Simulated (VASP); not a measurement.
# NbWS4 (Pm) in VASP: single point with r2SCAN

Aim: the single point of NbWS4 with r2SCAN.

Everything below comes from runs of VASP 6.6.1. Logs are shortened: lines on timing, memory, paths and dates and some standing lists are left out, and cuts for length are marked.

**1. The structure**

The structure is monoclinic, space group Pm (No. 6). The conventional cell has a = 5.685 Å, b = 3.274 Å, c = 6.900 Å, α = 90.00°, β = 106.02°, γ = 90.00°. Nb (site symmetry m) has 6 S at 2.46 to 2.48 Å as nearest neighbours. W (site symmetry m) is surrounded by 6 S at 2.42 to 2.43 Å. S (site symmetry m) has 1 W at 2.42 Å and 2 Nb at 2.46 Å as nearest neighbours. Around S (site symmetry m) lie 1 W at 2.42 Å and 2 Nb at 2.46 Å. Around S (site symmetry m) lie 2 W at 2.43 Å and 1 Nb at 2.48 Å. S (site symmetry m) is surrounded by 2 W at 2.43 Å and 1 Nb at 2.48 Å.

The cell was built by a generator and needn't be a form met in nature.

**2. Single point, r2SCAN**

INCAR

```
  PREC = Accurate
  ENCUT = 520
  EDIFF = 1E-6
  ISMEAR = 0
  SIGMA = 0.1
  LREAL = False
  LASPH = True
  NELM = 150
  ALGO = Normal
  ISIF = 2
  LWAVE = False
  LCHARG = False
  METAGGA = R2SCAN
  LMIXTAU = True
  KPAR = 8
```

KPOINTS

```
regular mesh
0
Gamma
  6 10 6
```

POSCAR

```
NbWS4
1.0
    5.6847400000      0.0000000000      0.0000000000
    0.0000000000      3.2736600000      0.0000000000
   -1.9046470000      0.0000000000      6.6318200000
Nb W S
1 1 4
Direct
    0.9955310000      0.0000000000      0.9999980000
    0.5041640000      0.5000000000      0.0001320000
    0.7490940000      0.5000000000      0.7635570000
    0.9076380000      0.5000000000      0.2367060000
    0.2613460000      0.0000000000      0.7683840000
    0.4164430000      0.0000000000      0.2318250000
```

Potentials or basis: VASP PAW PBE potentials, release 64 (Nb_sv, W_sv, S).

Started as:

```
$ cat potpaw_PBE.64/Nb_sv/POTCAR potpaw_PBE.64/W_sv/POTCAR potpaw_PBE.64/S/POTCAR > POTCAR
$ mpirun -np 8 vasp_std > vasp.out
```

OUTCAR:

```text
PREC = Accurate
   ENCUT = 520
   EDIFF = 1E-6
   ISMEAR = 0
   LREAL = False
   LASPH = True
   NELM = 150
   ISIF = 2
   METAGGA = R2SCAN

 ion  position               nearest neighbor table
   1  0.996  0.000  1.000-   3 2.46   3 2.46   4 2.46   4 2.46   5 2.48   6 2.48   2 3.24   2 3.24

   2  0.504  0.500  0.000-   3 2.42   4 2.42   5 2.43   5 2.43   6 2.43   6 2.43   1 3.24   1 3.24

   3  0.749  0.500  0.764-   2 2.42   1 2.46   1 2.46
   4  0.908  0.500  0.237-   2 2.42   1 2.46   1 2.46
   5  0.261  0.000  0.768-   2 2.43   2 2.43   1 2.48
   6  0.416  0.000  0.232-   2 2.43   2 2.43   1 2.48

  LATTYP: Found a simple monoclinic cell.
 ALAT       =     5.6847400000
 B/A-ratio  =     0.5758680256
 C/A-ratio  =     1.2137594696
 COS(beta)  =    -0.2760395173

  Lattice vectors:

 A1 = (   5.6847400000,   0.0000000000,   0.0000000000)
 A2 = (   0.0000000000,   3.2736600000,   0.0000000000)
 A3 = (  -1.9046470000,   0.0000000000,   6.6318200000)

Analysis of symmetry for initial positions (statically):
=====================================================================
 Subroutine PRICEL returns:
 Original cell was already a primitive cell.

 Routine SETGRP: Setting up the symmetry group for a
 simple monoclinic supercell.

 Subroutine GETGRP returns: Found  2 space group operations
 (whereof  2 operations were pure point group operations)
 out of a pool of  4 trial point group operations.

The static configuration has the point symmetry C_1h.

Analysis of symmetry for dynamics (positions and initial velocities):
=====================================================================
 Subroutine PRICEL returns:
 Original cell was already a primitive cell.

 Routine SETGRP: Setting up the symmetry group for a
 simple monoclinic supercell.

 Subroutine GETGRP returns: Found  2 space group operations
 (whereof  2 operations were pure point group operations)
 out of a pool of  4 trial point group operations.

The dynamic configuration has the point symmetry C_1h.

 Subroutine INISYM returns: Found  2 space group operations
 (whereof  2 operations are pure point group operations),
 and found     1 'primitive' translations

----------------------------------------------------------------------------------------

                                     Primitive cell

  volume of cell :     123.4175

  direct lattice vectors                    reciprocal lattice vectors
     5.684740000  0.000000000  0.000000000     0.175909540  0.000000000  0.050520910
     0.000000000  3.273660000  0.000000000     0.000000000  0.305468497  0.000000000
    -1.904647000  0.000000000  6.631820000     0.000000000  0.000000000  0.150788170

  length of vectors
     5.684740000  3.273660000  6.899907007     0.183020569  0.305468497  0.150788170

  position of ions in fractional coordinates (direct lattice)
     0.995531000  0.000000000  0.999998000
     0.504164000  0.500000000  0.000132000
     0.749094000  0.500000000  0.763557000
     0.907638000  0.500000000  0.236706000
     0.261346000  0.000000000  0.768384000
     0.416443000  0.000000000  0.231825000

  ion indices of the primitive-cell ions
   primitive index   ion index
                 1           1
                 2           2
                 3           3
                 4           4
                 5           5
                 6           6

----------------------------------------------------------------------------------------

 KPOINTS: regular mesh

Automatic generation of k-mesh.
 Grid dimensions read from file:
 generate k-points for:    6   10    6

 Generating k-lattice:

  Cartesian coordinates                     Fractional coordinates (reciprocal lattice)
     0.029318257  0.000000000  0.008420152     0.166666667  0.000000000 -0.000000000
     0.000000000  0.030546850  0.000000000     0.000000000  0.100000000  0.000000000
     0.000000000  0.000000000  0.025131362     0.000000000  0.000000000  0.166666667

  Length of vectors
     0.030503428  0.030546850  0.025131362

  Shift w.r.t. Gamma in fractional coordinates (k-lattice)
     0.000000000  0.000000000  0.000000000

 Subroutine IBZKPT returns following result:
 ===========================================

 Found    120 irreducible k-points:

 Following reciprocal coordinates:
            Coordinates               Weight
  0.000000  0.000000  0.000000      1.000000
  0.166667  0.000000  0.000000      2.000000
  0.333333  0.000000  0.000000      2.000000
  0.500000  0.000000 -0.000000      1.000000
  0.000000  0.100000  0.000000      2.000000
  0.166667  0.100000  0.000000      4.000000
[... 16 lines left out ...]
  0.333333  0.500000  0.000000      2.000000
  0.500000  0.500000 -0.000000      1.000000
 [... further k-points ...]
   k-points           NKPTS =    120   k-points in BZ     NKDIM =    120   number of bands    NBANDS=     30
   number of dos      NEDOS =    301   number of ions     NIONS =      6
   total plane-waves  NPLWV =  54432
   dimension x,y,z NGX =    42 NGY =   24 NGZ =   54
   dimension x,y,z NGXF=    84 NGYF=   48 NGZF=  108
   ions per type =               1   1   4
   NGX,Y,Z   is equivalent  to a cutoff of  12.28, 12.19, 13.01 a.u.
   NGXF,Y,Z  is equivalent  to a cutoff of  24.57, 24.38, 26.02 a.u.
 SYSTEM =  unknown system
   PREC   = accura    normal or accurate (medium, high low for compatibility)
   ISTART =      0    job   : 0-new  1-cont  2-samecut
   ICHARG =      2    charge: 1-file 2-atom 10-const
   ISPIN  =      1    spin polarized calculation?
   LNONCOLLINEAR =      F non collinear calculations
   LSORBIT =      F    spin-orbit coupling
   LASPH  =      T    aspherical Exc in radial PAW
   ENCUT  =  520.0 eV  38.22 Ry    6.18 a.u.  10.57  6.09 12.83*2*pi/ulx,y,z
   NELM   =    150;   NELMIN=  2; NELMDL= -5     # of ELM steps
   EDIFF  = 0.1E-05   stopping-criterion for ELM
   LREAL  =      F    real-space projection
   EDIFFG = 0.1E-04   stopping-criterion for IOM
   NSW    =      0    number of steps for IOM
   IBRION =     -1    ionic relax: 0-MD 1-quasi-New 2-CG
   NFREE  =      0    steps in history (QN), initial steepest desc. (CG)
   ISIF   =      2    stress and relaxation
   ISYM   =      2    0-nonsym 1-usesym 2-fastsym
   POTIM  = 0.5000    time-step for ionic-motion
   TEBEG  =    0.0;   TEEND  =   0.0 temperature during run
   PSTRESS=    0.0 pullay stress
   NELECT =      51.0000    total number of electrons
   NUPDOWN=      -1.0000    fix difference up-down
   EMIN   =  10.00;   EMAX   =-10.00  energy-range for DOS
   EFERMI =   0.00;   METHOD = LEGACY
   ISMEAR =     0;   SIGMA  =   0.10  broadening in eV -4-tet -1-fermi 0-gaus
   EFERMI_NEDOS =   21; number of points for ismear=-14 and -15
   IALGO  =     38    algorithm
   IMIX   =      4    mixing-type and parameters
     AMIX     =   0.40;   BMIX     =  1.00
     AMIX_MAG =   1.60;   BMIX_MAG =  1.00
  volume/ion in A,a.u.               =      20.57       138.81
  Fermi-wavevector in a.u.,A,eV,Ry     =   1.219381  2.304295 20.230351  1.486889
  Thomas-Fermi vector in A             =   2.354635
   LORBIT       =      0    0 simple, 1 ext, 2 COOP (PROOUT), +10 PAW based schemes
   METAGGA = R2SCAN    functional components
   LHFCALC =     F    Hartree Fock is set to
   AEXX    =    0.0000 exact exchange contribution
   IVDW    =     0    specifies the selected vdW correction
   LEPSILON=     F    determine dielectric tensor
   LRPA    =     F    only Hartree local field effects (RPA)
 non-spin polarized calculation
 Gauss-broadening in eV      SIGMA  =   0.10
  energy-cutoff  :      520.00
  volume of cell :      123.42
 maximum number of plane-waves:      3360
   NGX = 21   NGY = 13   NGZ = 25

 number of electron      50.9999999 magnetization

 Free energy of the ion-electron system (eV)
  ---------------------------------------------------
  ext. energy  EPLUGINS =         0.00000000
  ---------------------------------------------------
  free energy    TOTEN  =      -114.49831488 eV

  energy without entropy =     -114.48813965  energy(sigma->0) =     -114.49322727

 E-fermi :   5.2040     XC(G=0): -10.6266

 val. band max:        5.2002134440   @ k =   0.1667   0.4000   0.0000
 cond. band min:       5.2159458154   @ k =   0.1667   0.4000   0.3333
 fundamental gap:      0.0157323714
 Fermi energy:         5.2040218046

 k-point     1 :       0.0000    0.0000    0.0000
  band No.  band energies     occupation
      1     -70.9122      2.00000
      2     -51.5094      2.00000
      3     -34.4996      2.00000
      4     -34.4459      2.00000
      5     -34.3800      2.00000
      6     -26.9156      2.00000
[... 22 lines left out ...]
     29       8.2599      0.00000
     30       8.3691      0.00000

 k-point     2 :       0.1667    0.0000    0.0000
  band No.  band energies     occupation
      1     -70.9122      2.00000
      2     -51.5094      2.00000
      3     -34.4990      2.00000
      4     -34.4459      2.00000
      5     -34.3800      2.00000
      6     -26.9157      2.00000
[... 22 lines left out ...]
     29       8.2057      0.00000
     30       8.5073      0.00000

 k-point     3 :       0.3333    0.0000    0.0000
  band No.  band energies     occupation
      1     -70.9122      2.00000
      2     -51.5094      2.00000
      3     -34.4977      2.00000
      4     -34.4459      2.00000
      5     -34.3800      2.00000
      6     -26.9159      2.00000
[... 22 lines left out ...]
     29       8.2749      0.00000
     30       8.3847      0.00000

 k-point     4 :       0.5000    0.0000   -0.0000
  band No.  band energies     occupation
      1     -70.9122      2.00000
      2     -51.5094      2.00000
      3     -34.4971      2.00000
      4     -34.4458      2.00000
      5     -34.3799      2.00000
      6     -26.9159      2.00000
[... 22 lines left out ...]
     29       8.0647      0.00000
     30       8.2181      0.00000

 k-point     5 :       0.0000    0.1000    0.0000
  band No.  band energies     occupation
      1     -70.9116      2.00000
      2     -51.5070      2.00000
      3     -34.4976      2.00000
      4     -34.4436      2.00000
      5     -34.3975      2.00000
      6     -26.9105      2.00000
[... 22 lines left out ...]
     29       8.3071      0.00000
     30       8.4433      0.00000
[... 526 lines left out ...]
     29       8.3327      0.00000
     30       9.0313      0.00000

 k-point    22 :       0.1667    0.5000    0.0000
  band No.  band energies     occupation
      1     -70.9060      2.00000
      2     -51.4849      2.00000
      3     -34.5618      2.00000
      4     -34.4782      2.00000
      5     -34.4215      2.00000
      6     -27.0905      2.00000
[... 22 lines left out ...]
     29       8.3613      0.00000
     30       8.9645      0.00000

 k-point    23 :       0.3333    0.5000    0.0000
  band No.  band energies     occupation
      1     -70.9060      2.00000
      2     -51.4849      2.00000
      3     -34.5623      2.00000
      4     -34.4786      2.00000
      5     -34.4215      2.00000
      6     -27.0887      2.00000
[... 22 lines left out ...]
     29       8.4586      0.00000
     30       8.8819      0.00000

 k-point    24 :       0.5000    0.5000   -0.0000
  band No.  band energies     occupation
      1     -70.9060      2.00000
      2     -51.4849      2.00000
      3     -34.5625      2.00000
      4     -34.4788      2.00000
      5     -34.4215      2.00000
      6     -27.0879      2.00000
[... 22 lines left out ...]
     29       8.5297      0.00000
     30       8.8576      0.00000

 [... further k-points ...]

------------------------ aborting loop because EDIFF is reached ----------------------------------------

  FORCE on cell =-STRESS in cart. coord.  units (eV):
  Direction    XX          YY          ZZ          XY          YZ          ZX
  --------------------------------------------------------------------------------------
  -------------------------------------------------------------------------------------
  Total       -0.5335199     -0.5331235     -1.6853207      0.0000000      0.0000000      0.0120930
  in kB       -6.9260287     -6.9208833    -21.8784343      0.0000000      0.0000000      0.1569887
  external PRESSURE =     -11.9084488 kB  Pullay stress =       0.0000000 kB

 VOLUME and BASIS-vectors are now :
 -----------------------------------------------------------------------------
  energy-cutoff  :      520.00
  volume of cell :      123.42
      direct lattice vectors                 reciprocal lattice vectors
     5.684740000  0.000000000  0.000000000     0.175909540  0.000000000  0.050520910
     0.000000000  3.273660000  0.000000000     0.000000000  0.305468497  0.000000000
    -1.904647000  0.000000000  6.631820000     0.000000000  0.000000000  0.150788170

 POSITION                                       TOTAL-FORCE (eV/Angst)
 -----------------------------------------------------------------------------------
      3.75469      0.00000      6.63181        -0.090028      0.000000      0.000536
      2.86579      1.63683      0.00088         0.067811      0.000000     -0.001896
      2.80410      1.63683      5.06377        -0.011590      0.000000      0.168232
      4.70884      1.63683      1.56979        -0.010267      0.000000     -0.166928
      0.02218      0.00000      5.09578         0.019311      0.000000      0.187112
      1.92583      0.00000      1.53742         0.024764      0.000000     -0.187055
 -----------------------------------------------------------------------------------
    total drift:                               -0.000217     -0.000000      0.000459

  FREE ENERGIE OF THE ION-ELECTRON SYSTEM (eV)
  ---------------------------------------------------
  free  energy   TOTEN  =      -114.4983148790 eV

  energy  without entropy=     -114.4881396540  energy(sigma->0) =     -114.49322727
```

Wall time 3.5 min (8 MPI ranks of Intel Xeon Platinum 8488C (Sapphire Rapids), shared host); peak memory 0.56 GiB.

What came out:

```
Free energy            : -114.4983 eV
Pressure               : -1.2 GPa
Largest force          : 0.189 eV/Å
Band gap on the k mesh : none (metal or under the smearing width)
```

Forces in eV/Å, atoms in the order of the input:
```
Nb  -0.090  0.000  0.001
W    0.068  0.000 -0.002
S   -0.012  0.000  0.168
S   -0.010  0.000 -0.167
S    0.019  0.000  0.187
S    0.025  0.000 -0.187
```

Stress tensor (GPa, compression positive):
```
-0.69  0.00  0.02
 0.00 -0.69  0.00
 0.02  0.00 -2.19
```

Caveat: the PAW data sets were made with another functional, which shifts forces and pressure a little.
